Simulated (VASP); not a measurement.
# BN (Qingsongite): GW quasiparticle gap, part 8 of 8

Wanted: how far GW moves the Kohn-Sham levels of BN (Qingsongite). The cell is of the zinc-blende type, one of the forms listed for this formula. The start is a cell from a database of measured crystal structures.

VASP 6.6.1, plane waves and PAW; the level of theory is named at each step.

So far, quasiparticle gap on the mesh (eV): step 3 (evGW0, evGW0 on PBE) 6.29; step 4 (evGW, evGW on PBE) 6.66; step 5 (QPGW0, QPGW0 on PBE) 6.60. Also gap on the k-mesh (eV): step 2 (empty bands, functional PBE) 4.46; step 6 (orbitals for another starting point, PBE) 4.46; step 7 (another starting point, HSE06) 5.80.

### 9. G0W0

This step: G0W0 on HSE06; plane waves and PAW (N_GW, B_GW) (VASP 6.6.1).

One pass of GW corrects the levels to first order, with G and W from the starting orbitals.

The input, INCAR:

```
SYSTEM = BN
PREC = Accurate
ENCUT = 450
ISMEAR = 0
SIGMA = 0.01
LREAL = .FALSE.
LHFCALC = .TRUE.
AEXX = 0.25
GGA = PE
HFSCREEN = 0.2
LASPH = .TRUE.
NBANDS = 80
PRECFOCK = Fast
ALGO = EVGW0
NELMGW = 1
ENCUTGW = 200
NOMEGA = 64
NBANDSGW = 16
LWAVE = .FALSE.
LCHARG = .FALSE.
```

The input, POSCAR:

```
BN
1.0
    0.0000000000      1.8075000000      1.8075000000
    1.8075000000      0.0000000000      1.8075000000
    1.8075000000      1.8075000000      0.0000000000
N B
1 1
Direct
    0.7500000000      0.7500000000      0.7500000000
    0.0000000000      0.0000000000      0.0000000000
```

The input, KPOINTS:

```
Automatic mesh
0
Gamma
6 6 6
0 0 0
```

PAW data sets: N_GW and B_GW (PBE family, release 64).

The WAVECAR or CHGCAR of an earlier step is read.

The run is started by

```console
> mpirun -np 8 vasp_std
```

Log:

```text
[banner, memory and clock lines left out]
running    8 mpi-ranks, on    1 nodes
 distrk:  each k-point on    8 cores,    1 groups
 distr:  one band on    1 cores,    8 groups

 POSCAR found type information on POSCAR N B
 POSCAR found :  2 types and       2 ions
 [... a notice as in an earlier step ...]

 [... a notice as in an earlier step ...]

 LDA part: xc-table for (Slater+PW92), standard interpolation
 found WAVECAR, reading the header
 POSCAR, INCAR and KPOINTS ok, starting setup
 FFT: planning ... GRIDC
 FFT: planning ... GRID_SOFT
 FFT: planning ... GRID
 reading WAVECAR
 the WAVECAR file was read successfully
 initial charge from wavefunction
 available memory per node:     48.41 GB, setting MAXMEM to     49567

 The Fermi energy was updated, please check that it is located mid-gap
 values below the HOMO (VB) or above the LUMO (CB) will cause erroneous energies
 E-fermi :   9.4899

 calculate exact exchange contribution
 the WAVEDER file was read successfully
energies w=
    0.000    0.000    0.939    0.000    1.876    0.000    2.808    0.000
    3.734    0.000    4.653    0.000    5.562    0.000    6.461    0.000
    7.348    0.000    8.224    0.000    9.087    0.000    9.938    0.000
   10.778    0.000   11.607    0.000   12.425    0.000   13.233    0.000
   14.033    0.000   14.826    0.000   15.613    0.000   16.396    0.000
   17.175    0.000   17.954    0.000   18.732    0.000   19.514    0.000
   20.299    0.000   21.090    0.000   21.890    0.000   22.701    0.000
   23.525    0.000   24.364    0.000   25.223    0.000   26.104    0.000
   27.009    0.000   27.945    0.000   28.914    0.000   29.921    0.000
   30.973    0.000   32.074    0.000   33.233    0.000   34.456    0.000
   35.754    0.000   37.137    0.000   38.619    0.000   40.213    0.000
   41.938    0.000   43.816    0.000   45.872    0.000   48.138    0.000
   50.653    0.000   53.466    0.000   56.640    0.000   60.252    0.000
   64.407    0.000   69.241    0.000   74.942    0.000   81.767    0.000
   90.088    0.000  100.454    0.000  113.718    0.000  131.278    0.000
  155.592    0.000  191.424    0.000  249.372    0.000  358.752    0.000
 responsefunction array rank=      88
 LDA part: xc-table for (Slater+PW92), standard interpolation

 min. memory requirement per mpi rank     76.1 MB, per node    608.9 MB

 allocating   8 responsefunctions rank=    88
 shmem allocating  64 responsefunctions rank=    88
 response function shared by NCSHMEM nodes    1
 Doing            8  frequencies on each core in blocks of           64
NQ=   1    0.0000    0.0000    0.0000,
|.........|.........|.........|.........|.........|.........|.........|.........
 performed        172000 updates of chi_q(r,r)
 total number of BLAS operations          5.82 Gflops
NQ=   2    0.1667    0.0000    0.0000,
|.........|.........|.........|.........|.........|.........|.........|.........
 performed        518000 updates of chi_q(r,r)
 total number of BLAS operations         17.53 Gflops
NQ=   3    0.3333    0.0000    0.0000,
|.........|.........|.........|.........|.........|.........|.........|.........
 performed        864000 updates of chi_q(r,r)
 total number of BLAS operations         32.70 Gflops
NQ=   4    0.5000    0.0000    0.0000,
|.........|.........|.........|.........|.........|.........|.........|.........
 performed       1148000 updates of chi_q(r,r)
 total number of BLAS operations         45.87 Gflops
NQ=   5    0.1667    0.1667    0.0000,
|.........|.........|.........|.........|.........|.........|.........|.........
 performed       1494000 updates of chi_q(r,r)
 total number of BLAS operations         60.23 Gflops
NQ=   6    0.3333    0.1667    0.0000,
|.........|.........|.........|.........|.........|.........|.........|.........
 performed       2060000 updates of chi_q(r,r)
 total number of BLAS operations         85.73 Gflops
NQ=   7    0.5000    0.1667    0.0000,
|.........|.........|.........|.........|.........|.........|.........|.........
 performed       2626000 updates of chi_q(r,r)
 total number of BLAS operations        113.30 Gflops
NQ=   8   -0.3333    0.1667    0.0000,
|.........|.........|.........|.........|.........|.........|.........|.........
 performed       3192000 updates of chi_q(r,r)
 total number of BLAS operations        140.88 Gflops
NQ=   9   -0.1667    0.1667    0.0000,
|.........|.........|.........|.........|.........|.........|.........|.........
 performed       3676000 updates of chi_q(r,r)
 total number of BLAS operations        160.42 Gflops
NQ=  10    0.3333    0.3333    0.0000,
|.........|.........|.........|.........|.........|.........|.........|.........
 performed       4022000 updates of chi_q(r,r)
 total number of BLAS operations        176.42 Gflops
NQ=  11    0.5000    0.3333    0.0000,
|.........|.........|.........|.........|.........|.........|.........|.........
 performed       4588000 updates of chi_q(r,r)
 total number of BLAS operations        202.60 Gflops
NQ=  12   -0.3333    0.3333    0.0000,
|.........|.........|.........|.........|.........|.........|.........|.........
 performed       5072000 updates of chi_q(r,r)
 total number of BLAS operations        228.04 Gflops
NQ=  13    0.5000    0.5000    0.0000,
|.........|.........|.........|.........|.........|.........|.........|.........
 performed       5321000 updates of chi_q(r,r)
 total number of BLAS operations        240.79 Gflops
NQ=  14    0.5000    0.3333    0.1667,
|.........|.........|.........|.........|.........|.........|.........|.........
 performed       5964000 updates of chi_q(r,r)
 total number of BLAS operations        270.52 Gflops
NQ=  15   -0.3333    0.3333    0.1667,
|.........|.........|.........|.........|.........|.........|.........|.........
 performed       6566000 updates of chi_q(r,r)
 total number of BLAS operations        298.35 Gflops
NQ=  16   -0.3333    0.5000    0.1667,
|.........|.........|.........|.........|.........|.........|.........|.........
 performed       7053000 updates of chi_q(r,r)
 total number of BLAS operations        320.86 Gflops
 resolving degeneracies of screened two electron integrals

 calculate QP shifts <psi_nk| G(iteration)W_0 |psi_nk>: iteration 1
 entering main loop
```

Wall time 15 s (8 MPI ranks of Intel Xeon 6975P-C (Granite Rapids), shared host); peak memory 1.8 GiB.

Parts of OUTCAR (step 9):

```text
   NELECT =       8.0000    total number of electrons

 E-fermi :   9.4899

 QP shifts <psi_nk| G(iteration)W_0 |psi_nk>: iteration 1
 for sc-GW calculations column KS-energies equals QP-energies in previous step
 and V_xc(KS)=  KS-energies - (<T + V_ion + V_H > + <T+V_H+V_ion>^1  + <V_x>^1)
 k-point   1 :       0.0000    0.0000    0.0000
  band No.  KS-energies  QP-energies   sigma(KS)   V_xc(KS)     V^pw_x(r,r')   Z            occupation Imag(sigma)
      1     -15.5211     -15.6972     -18.4984     -18.2772     -26.5531       0.7962       2.0000       1.3013
      2       6.5878       6.2095     -19.5404     -19.0917     -21.9426       0.8431       2.0000       0.0616
      3       6.5878       6.2095     -19.5404     -19.0917     -21.9426       0.8431       2.0000       0.0616
      4       6.5878       6.2095     -19.5404     -19.0917     -21.9426       0.8431       2.0000       0.0616
      5      17.1709      17.8320     -12.0163     -12.7927      -6.9294       0.8516       0.0000      -0.0779
      6      17.1709      17.8320     -12.0163     -12.7927      -6.9294       0.8516       0.0000      -0.0779
      7      17.1709      17.8320     -12.0163     -12.7927      -6.9294       0.8516       0.0000      -0.0779
      8      18.7372      19.2025     -13.7747     -14.3317      -8.2242       0.8355       0.0000      -0.0945
    ...

 k-point   2 :       0.1667    0.0000    0.0000
  band No.  KS-energies  QP-energies   sigma(KS)   V_xc(KS)     V^pw_x(r,r')   Z            occupation Imag(sigma)
      1     -14.8004     -14.9565     -18.5387     -18.3425     -26.4734       0.7955       2.0000       1.2091
      2       3.3256       2.8300     -18.6566     -18.0622     -21.5803       0.8336       2.0000       0.0729
      3       5.9219       5.5210     -19.2673     -18.7914     -21.7535       0.8426       2.0000       0.0630
      4       5.9219       5.5210     -19.2673     -18.7914     -21.7535       0.8426       2.0000       0.0630
      5      17.6641      18.2165     -12.6401     -13.2913      -7.4666       0.8483       0.0000      -0.0819
      6      18.1510      18.8282     -12.2545     -13.0538      -6.9960       0.8473       0.0000      -0.0826
      7      18.1510      18.8282     -12.2545     -13.0538      -6.9960       0.8473       0.0000      -0.0826
      8      20.8202      21.4235     -13.9824     -14.7124      -8.1474       0.8265       0.0000      -0.1066
    ...

[... 8 parts as in an earlier step ...]

[... 8 further parts left out ...]
```

Numbers from this step:

| Item | Value |
| --- | --- |
| quasiparticle gap on the mesh | 6.554 eV |
| smallest direct quasiparticle gap on the mesh | 11.62 eV |
| gap of the starting orbitals on the mesh | 5.804 eV |

GW takes the gap from 5.804 to 6.554 eV. That is +503 meV against the one-shot pass on PBE. The value holds for 80 bands, ENCUTGW = 200 eV and this mesh, and isn't shown to be converged in them.

### 10. Summary

This step: GW series: evGW0 on PBE, evGW on PBE, QPGW0 on PBE, G0W0 on HSE06; plane waves and PAW (VASP 6.6.1).

This step runs nothing: it gathers the runs above.

Cost is wall time times ranks on a shared host, with the step that makes the empty bands. GW runs:

```csv
level,bands,ENCUTGW (eV),NOMEGA,k mesh,starting gap (eV),quasiparticle gap (eV),direct gap (eV),cost (core minutes)
evGW0 on PBE,80,200,64,6x6x6,4.458,6.292,11.35,6.35
evGW on PBE,80,200,64,6x6x6,4.458,6.658,11.78,6.61
QPGW0 on PBE,80,200,64,6x6x6,4.458,6.596,11.69,34.09
G0W0 on HSE06,80,200,64,6x6x6,5.804,6.554,11.62,7.65
```

### 11. Summary of results

```json
{
  "evGW0 on PBE, 80 bands, ENCUTGW 200 eV, NOMEGA 64, mesh 6×6×6": "4.458 → 6.292 eV",
  "evGW on PBE, 80 bands, ENCUTGW 200 eV, NOMEGA 64, mesh 6×6×6": "4.458 → 6.658 eV",
  "QPGW0 on PBE, 80 bands, ENCUTGW 200 eV, NOMEGA 64, mesh 6×6×6": "4.458 → 6.596 eV",
  "G0W0 on HSE06, 80 bands, ENCUTGW 200 eV, NOMEGA 64, mesh 6×6×6": "5.804 → 6.554 eV"
}
```

**Reading.** evGW0 gives a quasiparticle gap of 6.292 eV on the mesh, 1.83 eV over the PBE gap on the same mesh. Over the final values of the levels run here the gap spans 6.29 to 6.66 eV. In evGW0 the first pass, which is the one-shot result, gives 6.051 eV and pass 4 gives 6.292 eV; the last pass changed the gap by +4 meV, so the loop is converged. In evGW the first pass, which is the one-shot result, gives 6.051 eV and pass 4 gives 6.658 eV; the last pass changed the gap by +30 meV, so more passes would move it further. In QPGW0 the first pass gives 6.039 eV and pass 4 gives 6.596 eV; the last pass changed the gap by +78 meV, so more passes would move it further. One-shot gaps: 6.051 eV from PBE and 6.554 eV from HSE06. The starting gaps span 1.35 eV and the one-shot gaps 0.50 eV. Bands, response cutoff and mesh weren't tested for convergence, and band edges off the mesh aren't seen. Not tabulated here, as repeats of values shown or as unfit to read for their mesh, reference level or band range: eps2 curves (empty bands); eps1 curves and static values (empty bands); gaps (empty bands).

[Lines on the potential files, build, host, timing and source positions are cut from VASP's logs without a mark.]

[Logs are printed without paths, hosts, clocks, repeated set-up lines and the standing remarks that a program may print on its own settings, such as how far it seeks lower states.]

[Hosts, paths, dates, database ids (printed as entryN), source tags and the programs' standing remarks are cut or masked in the printed files.]

[Pressures printed for these runs are not shown converged in the cutoff: they can be off by several GPa and have the wrong sign.]
